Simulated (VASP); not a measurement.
OSZICAR of a VASP run on KI (rock salt):

OSZICAR:
```
       N       E                     dE             d eps       ncg     rms          rms(c)
DAV:   1     0.814501098494E+02    0.81450E+02   -0.57866E+03   480   0.928E+02
DAV:   2    -0.105921347280E+01   -0.82509E+02   -0.77008E+02   588   0.225E+02
DAV:   3    -0.566410664786E+01   -0.46049E+01   -0.45877E+01   616   0.502E+01
DAV:   4    -0.589819955043E+01   -0.23409E+00   -0.23384E+00   872   0.992E+00
DAV:   5    -0.589904334272E+01   -0.84379E-03   -0.84378E-03   624   0.705E-01    0.307E+00
RMM:   6    -0.581869579156E+01    0.80348E-01   -0.10868E-01   480   0.142E+00    0.211E+00
RMM:   7    -0.581343043984E+01    0.52654E-02   -0.16068E-01   508   0.174E+00    0.763E-01
RMM:   8    -0.581579549873E+01   -0.23651E-02   -0.11677E-02   516   0.751E-01    0.113E-01
RMM:   9    -0.581597294242E+01   -0.17744E-03   -0.35827E-03   550   0.311E-01    0.761E-02
RMM:  10    -0.581610627310E+01   -0.13333E-03   -0.83325E-04   580   0.171E-01    0.442E-02
RMM:  11    -0.581615303327E+01   -0.46760E-04   -0.25164E-04   540   0.871E-02    0.115E-02
RMM:  12    -0.581616433734E+01   -0.11304E-04   -0.10345E-04   423   0.502E-02    0.965E-03
RMM:  13    -0.581616879140E+01   -0.44541E-05   -0.37683E-05   375   0.289E-02
   1 F= -.58161688E+01 E0= -.58161688E+01  d E =-.581617E+01
```

**Question.** Which electronic solver shows in the log?

**Answer.** It is blocked Davidson (ALGO = Normal, or the opening steps of other solvers) and then RMM-DIIS (ALGO = Fast or VeryFast). The INCAR had ALGO = Fast.

**Question.** Can the final energy be trusted as converged?

**Answer.** Self-consistency was reached. It stopped with EDIFF = 1E-5, NELM = 100, NSW = 20 and EDIFFG = -0.03 after 1 ionic step (PBEsol GGA, plane waves, VASP's PBE PAW potentials (set 64)).

The compound is KI in the rock salt structure. It was relaxed first.
